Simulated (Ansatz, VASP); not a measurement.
# Ge (Germanium): VASP beside Ansatz

One calculation is typed for both programs; each brings its own data sets. How far apart do they land? The cell is taken from a series of runs on this material, whose earlier steps may have relaxed, scaled, displaced or heated it; both programs get it as it stands.

Calculated with Ansatz 0.2.0; plane waves, with VASP 6.6.1 beside it; zone-centre phonons at LDA.

### 1. Starting point

It takes space group Fd-3m (No. 227, cubic). Conventional cell: a = 5.732 Å, b = 5.732 Å, c = 5.732 Å, α = 90.00°, β = 90.00°, γ = 90.00°. Ge has 4 Ge at 2.48 Å nearest.

### 2. Ansatz: zone-centre phonons, LDA

Ansatz runs on its PAW soft_1 files.

Second derivatives magnify differences that forces hide, and they need a tight electronic threshold.

input.yaml

```yaml
crystal:
  lattice:
    - [0.0, 2.8658373291, 2.8658373291]
    - [2.8658373291, 0.0, 2.8658373291]
    - [2.8658373291, 2.8658373291, 0.0]
  atoms:
    - { symbol: Ge, position: [0.5, 0.5, 0.5] }
    - { symbol: Ge, position: [0.75, 0.75, 0.75] }
kpoints:
  mp_grid: { grid: [16, 16, 16] }
hamiltonian:
  xc: lda
  pseudopotentials: { kind: paw, azcp: { folder: soft_1 }, xc_functional: pbe }
scf:
  occupations: { method: methfessel_paxton, width: 0.2 }
output:
  eigenvalues: true
phonons:
  method: dfpt
```

Command:

```
$ ansatz run input.yaml --threads 4 --pin off --max-ram 10240MiB --backend cpu --events-out ev --progress --plain --runs-dir out
```

Numbers of over 12 decimals in the logs are rounded to 6 here.

Log:

```text
zone centre: on kpoints.mp_grid the ground state, and the responses unless they are solved on pairs of k-points, stand on 349 of the mesh's 4096 k-points, reduced under 8 symmetry operations, with k and −k counted as one. Each operation leaves every solved displacement unchanged or reverses it
Engine: ansatz 0.2.0, x86_64-unknown-linux-gnu
Pseudopotentials: kind: paw
Pseudopotential: Ge, paw, valence charge 14, recommended cutoff 420 eV (normal), soft_1/Ge.paw.azcp
Functional definition: SPW92
  exchange = slater_x
  correlation = pw_c
Crystal: 2 atoms, lattice volume = 47.074 Å³
Basis set: ecut = 420 eV, 941 PW (Γ), exchange–correlation on 64×64×64 points (8 copies of the dense FFT grid, shifted against one another)
Bands: 18, of which v1, the nominal top of the filled ones, is band 14 counted from 1 (13 counted from 0)
Symmetry: 48 space group operations
k-points: 349 of 4096 (irreducible under 8 space group operations, time reversal used)
Non-local potential: Ge, projectors of the file, l = 0: 2, l = 1: 2, l = 2: 3, l = 3: 1
PAW form: soft (Blöchl's): semilocal exchange-correlation on the pseudo side does not see the compensation charge
PAW frozen core: Ge, regenerated for the run's functional, and the local potential with it (the file was generated under x = pbe(κ = 0.804, μ = 0.219515), c = pbe(β = 0.066725))
PAW one-centre angular grid: Ge, 590 points (default); XC on 64 Gauss nodes
Initial density: superposition of atomic densities (chi_scale 0.1, normalization cell)
Initial wavefunctions: pseudopotential atomic-orbital guess
Functional: x = slater, c = lda
SCF iter   1: F=—  HF=-8431.544307 eV  |F-HF|=—  |Δ(HF+E_count)|=         —  Δρ=3.26e-2  dr2=4.61e-1  ethr=3.10e-3  ⟨swp⟩=5.1  Hψ=27836  notcnv=0
preconditioner: auto → Kerker (q_TF=auto, 2.502 Å⁻¹)  [metal: Δε(μ)=0.070 eV  Ē_g=23.230 eV  σ=0.200 eV  W_gap=0.28  n_scr=14 (ndim 8)  ℏωp=28.6 eV  f_vac=0.000  D(μ)=0.06/eV (n_scr^D=0)]
SCF iter   2: F=—  HF=-8431.488412 eV  |F-HF|=—  |Δ(HF+E_count)|=   5.59e-2  S|Δr|=    0.00e0  Δρ=2.14e-2  dr2=2.31e-1  ethr=1.65e-3  ⟨swp⟩=1.0  Hψ=9074  notcnv=0
SCF iter   3: F=—  HF=-8431.425262 eV  |F-HF|=—  |Δ(HF+E_count)|=   6.31e-2  S|Δr|=    0.00e0  Δρ=3.67e-3  dr2=1.15e-2  ethr=8.26e-4  ⟨swp⟩=2.0  Hψ=8208  notcnv=0
SCF iter   4: F=—  HF=-8431.422967 eV  |F-HF|=—  |Δ(HF+E_count)|=   2.30e-3  S|Δr|=    0.00e0  Δρ=2.49e-3  dr2=4.08e-3  ethr=4.12e-5  ⟨swp⟩=2.0  Hψ=9878  notcnv=0
SCF iter   5: F=—  HF=-8431.422896 eV  |F-HF|=—  |Δ(HF+E_count)|=   7.09e-5  S|Δr|=    0.00e0  Δρ=5.55e-4  dr2=1.31e-4  ethr=1.46e-5  ⟨swp⟩=2.0  Hψ=11171  notcnv=0
SCF iter   6: F=—  HF=-8431.422902 eV  |F-HF|=—  |Δ(HF+E_count)|=   5.85e-6  S|Δr|=    0.00e0  Δρ=9.70e-5  dr2=3.05e-6  ethr=4.69e-7  ⟨swp⟩=2.0  Hψ=11016  notcnv=0
SCF iter   7: F=—  HF=-8431.422907 eV  |F-HF|=—  |Δ(HF+E_count)|=   4.59e-6  S|Δr|=    0.00e0  Δρ=2.24e-5  dr2=1.66e-7  ethr=1.09e-8  ⟨swp⟩=2.0  Hψ=11079  notcnv=0
SCF iter   8: F=—  HF=-8431.422907 eV  |F-HF|=—  |Δ(HF+E_count)|=   1.97e-7  S|Δr|=    0.00e0  Δρ=3.04e-6  dr2=3.25e-9  ethr=5.93e-10  ⟨swp⟩=2.0  Hψ=11110  notcnv=0
SCF iter   9: F=—  HF=-8431.422907 eV  |F-HF|=—  |Δ(HF+E_count)|=   7.19e-9  S|Δr|=    0.00e0  Δρ=6.40e-7  dr2=1.48e-10  ethr=1.16e-11  ⟨swp⟩=2.0  Hψ=7367  notcnv=0
SCF iter  10: F=-8431.422907 eV  HF=-8431.422907 eV  |F-HF|=0.00e0  |Δ(HF+E_count)|=  2.89e-10  S|Δr|=    0.00e0  Δρ=8.37e-8  dr2=2.22e-12  ethr=1.00e-12  ⟨swp⟩=5.7  Hψ=24562  notcnv=0
SCF 1 converged in 10 iterations: F = -8431.422907 eV  dr2 = 2.22e-12
  greatest PAW one-centre occupation: 0.998 electrons in one spin orbital (limit 2), on the Ge atom at site 1 (counted from 0), in its partial waves of l = 2
DFPT response loops at Γ: preconditioner auto → Kerker (q_TF=auto, 2.502 Å⁻¹) (partly filled bands, converged f_vac=0.072); β = 1.00, the filter's whole step (`scf.mixing.beta` (0.50) is not read by the response loops under this deck's `scf.mixing.preconditioner`; to damp them name `kerker` or `kerker_dos`, under which they read `scf.mixing.beta`, and type it under 1.00, their step now; both keys bind the ground state too); Broyden in place of MSR1
SCF converged after 10 iterations
Stability not checked: this state was not tested for a lower state beside it, because cold or Methfessel-Paxton smearing, or corrected tetrahedra, fill the levels in a way that the test cannot read (fill_not_monotonic; see scf.lower_state_search)
Free energy (F): -8431.422907 eV
Harris-Foulkes:  -8431.422907 eV  (|F-HF|=0.00e0)
Internal energy: -8431.422835 eV  (E = F + TS)
E sigma→0 (E₀):  -8431.422889 eV
Entropy (-TS):   -0.000071 eV (-0.036 meV/atom)
Fermi energy:    7.685517 eV
--- Per-component energies (eV) ---
  E_band       = -323.578004
  E_kinetic    = 185.550214
  E_local      = -4567.206599  (includes V_loc(G=0)·N_el)
  E_nonlocal   = 441.218539
  E_hartree    = 2168.538949
  E_xc         = -142.429156
  E_vxc        = -130.721402  (∫ρ·V_xc dr)
  E_paw        = -3868.401438  (= ΣΔE_a)
  E_vpaw       = -589.496702  (= ΣTr[D̂ρ^β])
  E_aug_tail   = 0.000027  (compensation charges beyond the density's cutoff)
  E_ewald      = -2652.510025
  E_core_change = 3.816653  (= ΣΔE_core)
  E_smearing   = -0.000071  (= −TS)
  E_closure    = -0.000000  (closes the sum)
  Σ components = -8431.422907   (vs F -8431.422907, Δ=0.00e0)
--- Band table (eV; the first three rows and the last of 349) ---
  k-point 0: bands = [... 10 lower, -4.7993, 7.1923, 7.7248, 7.7248, 7.7248, 10.2338, 10.2338, 10.2338]
  k-point 1: bands = [... 10 lower, -4.7533, 6.3588, 7.6319, 7.6319, 8.2602, 10.3579, 10.3579, 10.4055]
  k-point 2: bands = [... 10 lower, -4.6164, 5.2241, 7.4069, 7.4069, 8.4758, 10.6605, 10.6605, 11.0236]
  k-point 348: bands = [... 10 lower, -0.9863, -0.9863, 3.9897, 3.9897, 11.8061, 11.8061, 12.3441, 12.3441]
--- Phonons (Γ-DFPT): 1 representative perturbation + reference, on 349 of 4096 k-points (Σ response iterations 3) ---
  k mesh reduced under 8 symmetry operations, with k and −k counted as one. Each operation leaves every solved displacement unchanged or reverses it
  ASR residual: 2.825e-5 → 0.000e0 eV/Å²; symmetrization residual: 1.204e-12 eV/Å²
  ASR residual per site (eV/Å²): 2.83e-5 2.83e-5
  Γ frequencies (cm⁻¹): 0.00 0.00 0.00 266.88 266.88 266.88
  non-analytic LO–TO correction: not included (Born effective charges unavailable; polar crystals: no LO–TO splitting at Γ)
```

### 3. VASP: zone-centre phonons, LDA

The same cell, functional (in two slightly different forms), mesh and smearing now go to VASP, with its own data sets.

Lines of VASP's logs that name or quote its potential files are left out, and so is its time.

INCAR

```
SYSTEM = Ge
PREC = Accurate
ENCUT = 500
EDIFF = 1E-08
NELM = 120
ISMEAR = 1
SIGMA = 0.2
LREAL = .FALSE.
ALGO = Normal
GGA = CA
NBANDS = 20
LORBIT = 11
LWAVE = .FALSE.
LCHARG = .FALSE.
ISIF = 2
IBRION = 8
LASPH = .TRUE.
GGA_COMPAT = .FALSE.
KPAR = 2
```

POSCAR

```
Ge
1.0
    0.0000000000      2.8658373291      2.8658373291
    2.8658373291      0.0000000000      2.8658373291
    2.8658373291      2.8658373291      0.0000000000
Ge
2
Direct
    0.5000000000      0.5000000000      0.5000000000
    0.7500000000      0.7500000000      0.7500000000
```

KPOINTS

```
Automatic mesh
0
Gamma
16 16 16
0 0 0
```

Potentials, in the order of the species: Ge_d (LDA family, release 64).

Command:

```
$ mpirun -np 2 vasp_std
```

Log:

```text
[banner, memory and clock lines left out]
running    2 mpi-ranks, on    1 nodes
 distrk:  each k-point on    1 cores,    2 groups
 distr:  one band on    1 cores,    1 groups

 POSCAR found type information on POSCAR Ge
 POSCAR found :  1 types and       2 ions
 LDA part: xc-table for (Slater(with rela. corr.)+CA(PZ))
 , standard interpolation
 POSCAR, INCAR and KPOINTS ok, starting setup
 FFT: planning ... GRIDC
 FFT: planning ... GRID_SOFT
 FFT: planning ... GRID
 WAVECAR not read
 entering main loop
       N       E                     dE             d eps       ncg     rms          rms(c)
DAV:   1     0.186135518539E+03    0.18614E+03   -0.14835E+04  6256   0.365E+03
DAV:   2     0.156184930558E+02   -0.17052E+03   -0.16614E+03  5824   0.596E+02
DAV:   3    -0.968061410216E+01   -0.25299E+02   -0.25125E+02  6564   0.145E+02
DAV:   4    -0.105057942123E+02   -0.82518E+00   -0.82462E+00  6524   0.308E+01
DAV:   5    -0.105196997072E+02   -0.13905E-01   -0.13905E-01  6480   0.436E+00    0.310E+00
DAV:   6    -0.104152729202E+02    0.10443E+00   -0.34185E-02  6468   0.173E+00    0.178E+00
DAV:   7    -0.103619896678E+02    0.53283E-01   -0.68063E-02  5972   0.202E+00    0.135E-01
DAV:   8    -0.103626099340E+02   -0.62027E-03   -0.51902E-03  6636   0.883E-01    0.486E-02
DAV:   9    -0.103626609901E+02   -0.51056E-04   -0.82846E-05  6440   0.972E-02    0.121E-02
DAV:  10    -0.103626581287E+02    0.28614E-05   -0.86308E-06  7932   0.410E-02    0.379E-03
DAV:  11    -0.103626581267E+02    0.19645E-08   -0.82737E-07  6180   0.787E-03    0.172E-03
DAV:  12    -0.103626581345E+02   -0.77971E-08   -0.41494E-08  5664   0.198E-03
   1 F= -.10362658E+02 E0= -.10362640E+02  d E =-.549194E-04
 Linear response reoptimize wavefunctions to high precision
DAV:   1    -0.103626581345E+02    0.39108E-10   -0.30119E-09  4936   0.671E-04
DAV:   2    -0.103626581346E+02   -0.80036E-10   -0.44356E-10  3616   0.241E-04
 Linear response DOF=           1
 Linear response progress:
  Degree of freedom:   1/  1
       N       E                     dE             d eps       ncg     rms          rms(c)
RMM:   1    -0.188430787025E+00   -0.18843E+00    0.82590E+00 30558   0.442E+01
RMM:   2    -0.195820228545E+00   -0.73894E-02   -0.12885E-02 40404   0.105E+00    0.708E-02
RMM:   3    -0.195855840925E+00   -0.35612E-04   -0.91143E-04 42447   0.310E-01    0.406E-02
RMM:   4    -0.195788742026E+00    0.67099E-04   -0.68147E-05 45138   0.809E-02    0.455E-03
RMM:   5    -0.195792419980E+00   -0.36780E-05   -0.24206E-06 43948   0.194E-02    0.216E-03
RMM:   6    -0.195802119788E+00   -0.96998E-05   -0.40828E-07 44424   0.523E-03    0.314E-04
RMM:   7    -0.195801406874E+00    0.71291E-06   -0.17338E-08 45732   0.181E-03    0.202E-04
RMM:   8    -0.195800982432E+00    0.42444E-06   -0.57177E-08 46337   0.653E-04    0.417E-05
RMM:   9    -0.195800859105E+00    0.12333E-06   -0.62223E-08 46273   0.300E-04    0.164E-05
RMM:  10    -0.195800991530E+00   -0.13243E-06   -0.38471E-08 46499   0.150E-04    0.579E-06
RMM:  11    -0.195801013076E+00   -0.21546E-07   -0.35250E-08 48078   0.910E-05    0.268E-06
RMM:  12    -0.195801030760E+00   -0.17683E-07   -0.26990E-08 54387   0.643E-05    0.168E-06
RMM:  13    -0.195801046093E+00   -0.15334E-07   -0.13883E-08 58629   0.520E-05    0.167E-07
RMM:  14    -0.195801044425E+00    0.16681E-08   -0.13651E-08 56309   0.459E-05    0.203E-07
 first order change of Fermi-energy   0.70879E-04
 force on displaced ion       1 direction 1 :  -9.601   0.000   0.000
 Linear response finished
```

OUTCAR, selected parts (step 3):

```text
ion  position               nearest neighbor table
   1  0.500  0.500  0.500-   2 2.48   2 2.48   2 2.48   2 2.48
   2  0.750  0.750  0.750-   1 2.48   1 2.48   1 2.48   1 2.48

  LATTYP: Found a face centered cubic cell.
 ALAT       =     5.7316746582

 Subroutine GETGRP returns: Found 48 space group operations
 (whereof 24 operations were pure point group operations)

The static configuration has the point symmetry T_d .
 The point group associated with its full space group is O_h .

 Found    145 irreducible k-points:

   k-points           NKPTS =    145   k-points in BZ     NKDIM =    145   number of bands    NBANDS=     20

   dimension x,y,z NGX =    30 NGY =   30 NGZ =   30
   dimension x,y,z NGXF=    60 NGYF=   60 NGZF=   60

   ENCUT  =  500.0 eV  36.75 Ry    6.06 a.u.   7.39  7.39  7.39*2*pi/ulx,y,z

   NELECT =      28.0000    total number of electrons

 k-points in reciprocal lattice and weights: Automatic mesh
   0.00000000  0.00000000  0.00000000       0.000
   0.06250000  0.00000000  0.00000000       0.002
   0.12500000  0.00000000  0.00000000       0.002
   0.18750000  0.00000000  0.00000000       0.002
   0.25000000  0.00000000  0.00000000       0.002
   0.31250000  0.00000000  0.00000000       0.002
   0.37500000  0.00000000  0.00000000       0.002
   0.43750000  0.00000000  0.00000000       0.002
   0.50000000  0.00000000  0.00000000       0.001
[...]
-0.31250000  0.50000000  0.18750000       0.003
  -0.25000000  0.50000000  0.25000000       0.001

 average (electrostatic) potential at core
       1 -75.7459       2 -75.7459

  Total       -1.0561018     -1.0561018     -1.0561018     -0.0000000      0.0000000     -0.0000000
  in kB      -35.9444434    -35.9444434    -35.9444434     -0.0000000      0.0000000     -0.0000000
  external PRESSURE =     -35.9444434 kB  Pullay stress =       0.0000000 kB

  energy-cutoff  :      500.00
  volume of cell :       47.07
      direct lattice vectors                 reciprocal lattice vectors
     0.000000000  2.865837329  2.865837329    -0.174469079  0.174469079  0.174469079
     2.865837329  0.000000000  2.865837329     0.174469079 -0.174469079  0.174469079
     2.865837329  2.865837329  0.000000000     0.174469079  0.174469079 -0.174469079

 POSITION                                       TOTAL-FORCE (eV/Angst)
 -----------------------------------------------------------------------------------
      2.86584      2.86584      2.86584        -0.000000      0.000000      0.000000
      4.29876      4.29876      4.29876         0.000000     -0.000000     -0.000000
 -----------------------------------------------------------------------------------
    total drift:                                0.000000     -0.000000      0.000000

 Eigenvectors and eigenvalues of the dynamical matrix
 ----------------------------------------------------

   1 f  =    8.039326 THz    50.512577 2PiTHz  268.163059 cm-1    33.247967 meV
             X         Y         Z           dx          dy          dz
      2.865837  2.865837  2.865837     0.000000   -0.707107    0.000000
      4.298756  4.298756  4.298756     0.000000    0.707107    0.000000

   2 f  =    8.039326 THz    50.512577 2PiTHz  268.163059 cm-1    33.247967 meV
             X         Y         Z           dx          dy          dz
      2.865837  2.865837  2.865837    -0.707107    0.000000    0.000000
      4.298756  4.298756  4.298756     0.707107    0.000000    0.000000

   3 f  =    8.039326 THz    50.512577 2PiTHz  268.163059 cm-1    33.247967 meV
             X         Y         Z           dx          dy          dz
      2.865837  2.865837  2.865837     0.000000    0.000000   -0.707107
      4.298756  4.298756  4.298756     0.000000    0.000000    0.707107

   4 f  =    0.000000 THz     0.000000 2PiTHz    0.000000 cm-1     0.000000 meV
             X         Y         Z           dx          dy          dz
      2.865837  2.865837  2.865837     0.707107    0.000000    0.000000
      4.298756  4.298756  4.298756     0.707107    0.000000    0.000000

   5 f  =    0.000000 THz     0.000000 2PiTHz    0.000000 cm-1     0.000000 meV
             X         Y         Z           dx          dy          dz
      2.865837  2.865837  2.865837     0.000000    0.707107    0.000000
      4.298756  4.298756  4.298756     0.000000    0.707107    0.000000

   6 f  =    0.000000 THz     0.000000 2PiTHz    0.000000 cm-1     0.000000 meV
             X         Y         Z           dx          dy          dz
      2.865837  2.865837  2.865837     0.000000    0.000000    0.707107
      4.298756  4.298756  4.298756     0.000000    0.000000    0.707107

 ELASTIC MODULI CONTR FROM IONIC RELAXATION (kBar)
 Direction    XX          YY          ZZ          XY          YZ          ZX
 --------------------------------------------------------------------------------
 XX          -0.0000      0.0000      0.0000      0.0000      0.0000      0.0000
 YY           0.0000     -0.0000     -0.0000      0.0000      0.0000     -0.0000
 ZZ           0.0000     -0.0000     -0.0000      0.0000      0.0000     -0.0000
 XY           0.0000      0.0000      0.0000   -149.4417      0.0000      0.0000
 YZ           0.0000      0.0000      0.0000      0.0000   -149.4417      0.0000
 ZX           0.0000     -0.0000     -0.0000      0.0000      0.0000   -149.4417
 --------------------------------------------------------------------------------
```

### 4. Comparison

Known differences besides the potentials themselves: the two LDA forms differ slightly; the cutoff is 420 eV in Ansatz and 500 eV in VASP; VASP's log shows a relativistic correction to its local exchange, Ansatz's none. Total energies have different zeros and are not compared.

Compared:

```
                  quantity  Ansatz   VASP  difference
optical mode 1 to 3 (cm⁻¹)   266.9  268.2     -0.48 %
```

Modes are paired by rising frequency, not by their patterns, so a pair may set unlike modes beside each other; they are those without the splitting of longitudinal modes.

### 5. What came out

```json
{
  "r.m.s. difference of the optical zone-centre modes, each program's sorted by frequency (zone-centre phonons, LDA)": "1.3 cm⁻¹"
}
```

**Reading.** The r.m.s. difference of the optical zone-centre modes, each program's sorted by frequency is 1.3 cm⁻¹ (zone-centre phonons, LDA). How closely two codes agree says nothing of how well the functional describes the real material.

[Lines on the potential files, build, host, timing and source positions are cut from VASP's logs without a mark.]

[Logs are printed without paths, hosts, clocks, repeated set-up lines and the standing remarks that a program may print on its own settings, such as how far it seeks lower states.]

[Hosts, paths, dates, database ids (printed as entryN), source tags and the programs' standing remarks are cut or masked in the printed files.]
